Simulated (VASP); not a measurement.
Data:

```yaml
crystal:
  lattice:
    - [0.00000, 3.10125, 3.08074]
    - [3.11287, 0.00000, 3.08074]
    - [3.11287, 3.10125, 0.00000]
  atoms:
    - { symbol: Ga, position: [0.00000, 0.00000, 0.00000] }
    - { symbol: Sb, position: [0.24258, 0.25742, 0.25742] }
```

Calculation: PBE GGA, VASP's PBE PAW potentials (set 64) (plane waves; VASP 6.6.1). Settings: PREC = Low, 400 eV cut-off, 7×7×7 Γ-centred mesh, Gaussian smearing of 0.050 eV, potentials Ga_d Sb.

Unless said otherwise, spin-orbit coupling is left out, though it shifts the bands of the heavy elements here.

Task: Estimate the energy per atom (σ→0), band gap (on the k-mesh) with the smallest direct gap where there is one.

Result: 
```
Property                                      Value
-----------------------------------  --------------
band gap (on the k-mesh)                    0.16 eV
smallest direct gap (on the k-mesh)         0.16 eV
energy per atom (σ→0)                -3677 meV/atom
```

The compound is GaSb in the zinc blende structure. The cell was not relaxed at this level, atoms are displaced from their ideal sites. The run is one of a series of settings (PREC = Low against the base run), some of them coarse on purpose.
